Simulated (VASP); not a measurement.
Cd (hcp): computed properties

Calculation: PBEsol GGA, VASP's PBE PAW potentials (set 64) (plane waves; VASP 6.6.1).

For Cd, the space group is P6_3/mmc (194) and the cell comes out as a = b = 2.9554 Å, c = 5.4696 Å, α = β = 90.00°, γ = 120.00°. The volume per atom is 20.69 Å³/atom. The band gap (over mesh and band path) is none (metal, semimetal or under 0.01 eV) and the band gap with spin-orbit coupling comes out as none (metallic). The density comes out as 9.02 g/cm³.

Space group P6₃/mmc (No. 194); a = b = 2.9554 Å, c = 5.4696 Å, α = β = 90.00°, γ = 120.00°

```
atom  site  symmetry       x       y       z
----  ----  --------  ------  ------  ------
Cd      2c      -6m2  0.3333  0.6667  0.2500
```

Measured: a 2.979 Å at 293 K (computed value off by -0.8 %), c 5.617 Å at 293 K (computed value off by -2.6 %), as given by Wikipedia, Cadmium (infobox). The calculation is for a static lattice, while the measured a, c hold thermal and zero-point effects, which are part of the difference.

The compound is Cd in the hcp structure. It was relaxed first. Symmetry was kept, so distortions that lower it aren't found.
